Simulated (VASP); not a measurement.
Output of a VASP run:

File OSZICAR:
```
       N       E                     dE             d eps       ncg     rms          rms(c)
DAV:   1     0.536610223778E+03    0.53661E+03   -0.12860E+04  1256   0.185E+03
DAV:   2     0.966322780025E+02   -0.43998E+03   -0.43543E+03  1912   0.435E+02
DAV:   3    -0.528366548371E+01   -0.10192E+03   -0.10108E+03  2232   0.258E+02
DAV:   4    -0.175470394678E+02   -0.12263E+02   -0.12022E+02  2312   0.873E+01
DAV:   5    -0.192999486976E+02   -0.17529E+01   -0.17117E+01  2464   0.308E+01    0.480E+00
DAV:   6    -0.194932647636E+02   -0.19332E+00   -0.21925E+00  2432   0.108E+01    0.246E+00
DAV:   7    -0.195169941365E+02   -0.23729E-01   -0.31564E-01  2416   0.390E+00    0.599E-01
DAV:   8    -0.195254787034E+02   -0.84846E-02   -0.46278E-02  2464   0.136E+00    0.215E-01
DAV:   9    -0.195280940430E+02   -0.26153E-02   -0.97298E-03  2360   0.541E-01    0.145E-01
DAV:  10    -0.195290338258E+02   -0.93978E-03   -0.47172E-03  2128   0.406E-01    0.404E-02
DAV:  11    -0.195290386871E+02   -0.48613E-05   -0.63706E-04  2408   0.171E-01    0.346E-02
DAV:  12    -0.195290666726E+02   -0.27986E-04   -0.21432E-04  1976   0.490E-02    0.198E-02
DAV:  13    -0.195290777267E+02   -0.11054E-04   -0.13793E-04  2000   0.458E-02    0.243E-03
DAV:  14    -0.195290852653E+02   -0.75386E-05   -0.84631E-05  1272   0.190E-02    0.150E-03
DAV:  15    -0.195290913551E+02   -0.60897E-05   -0.64039E-05  1248   0.156E-02    0.691E-04
DAV:  16    -0.195290962394E+02   -0.48843E-05   -0.47848E-05  1176   0.106E-02    0.245E-04
DAV:  17    -0.195290998231E+02   -0.35838E-05   -0.35494E-05  1104   0.975E-03    0.124E-04
DAV:  18    -0.195291024325E+02   -0.26094E-05   -0.26248E-05  1032   0.732E-03    0.187E-04
DAV:  19    -0.195291044317E+02   -0.19992E-05   -0.19570E-05   912   0.707E-03    0.169E-04
DAV:  20    -0.195291058909E+02   -0.14591E-05   -0.14737E-05   864   0.574E-03    0.285E-05
DAV:  21    -0.195291070198E+02   -0.11290E-05   -0.11249E-05   852   0.550E-03    0.254E-05
DAV:  22    -0.195291078957E+02   -0.87585E-06   -0.87009E-06   828   0.459E-03
   1 F= -.19529108E+02 E0= -.19527713E+02  d E =-.558095E-02
```

File OUTCAR:
```
------------------------ aborting loop because EDIFF is reached ----------------------------------------
  FORCE on cell =-STRESS in cart. coord.  units (eV):
  Direction    XX          YY          ZZ          XY          YZ          ZX
  --------------------------------------------------------------------------------------
  Total       -0.0368775     -0.0368775     -0.3036747      0.0000000     -0.0000000      0.0000000
  in kB       -0.3947528     -0.3947529     -3.2506658      0.0000000     -0.0000000      0.0000000
  external PRESSURE =      -1.3467238 kB  Pullay stress =       0.0000000 kB
  volume of cell :      149.67
      direct lattice vectors                 reciprocal lattice vectors
     1.885000000 -3.264916000  0.000000000     0.265251989 -0.153143297  0.000000000
     1.885000000  3.264916000  0.000000000     0.265251989  0.153143297  0.000000000
     0.000000000  0.000000000 12.160000000     0.000000000  0.000000000  0.082236842
 POSITION                                       TOTAL-FORCE (eV/Angst)
 -----------------------------------------------------------------------------------
      0.00000      0.00000      6.08000         0.000000      0.000000     -0.000000
      0.00000      0.00000      0.00000         0.000000      0.000000     -0.000000
      1.88500      1.08831      3.04000        -0.000000      0.000000     -0.000000
      1.88500     -1.08831      9.12000         0.000000      0.000000      0.000000
 -----------------------------------------------------------------------------------
    total drift:                                0.000000      0.000000      0.000000
  FREE ENERGIE OF THE ION-ELECTRON SYSTEM (eV)
  ---------------------------------------------------
  free  energy   TOTEN  =       -19.5291078957 eV

  energy  without entropy=      -19.5235269417  energy(sigma->0) =      -19.52771266
```
(Selected blocks of OUTCAR.)

### POSCAR
```
La
1
    1.8850000000    -3.2649160000     0.0000000000
    1.8850000000     3.2649160000     0.0000000000
    0.0000000000     0.0000000000    12.1600000000
La
4
Direct
  0.0000000000   0.0000000000   0.5000000000
  0.0000000000   0.0000000000   0.0000000000
  0.3333330000   0.6666670000   0.2500000000
  0.6666670000   0.3333330000   0.7500000000
```

### Question
Reconstruct the remaining input files.

### Answer
One answer among several that fit: the input of the run itself, PBE GGA, plane waves, VASP's PBE PAW potentials (set 64).

**KPOINTS**
```
Automatic mesh
0
Gamma
9 9 3
0 0 0
```

**INCAR**
```
ALGO  =  Normal
EDIFF  =  1E-6
ENCUT  =  400
GGA  =  PE
ISIF  =  2
ISMEAR  =  2
LASPH  =  T
LCHARG  =  F
LMAXMIX  =  6
LREAL  =  F
LWAVE  =  F
NELM  =  100
PREC  =  Accurate
SIGMA  =  0.3
SYSTEM  =  La
```

POTCAR, in this order: La (PBE.64 set). Program: vasp_std.

The compound is La in the dhcp structure. The cell was not relaxed at this level. The run is one of a series of settings (ISMEAR = 2, SIGMA = 0.3 against the base run), some of them coarse on purpose. VASP warned that the highest band is occupied, so more bands are needed.
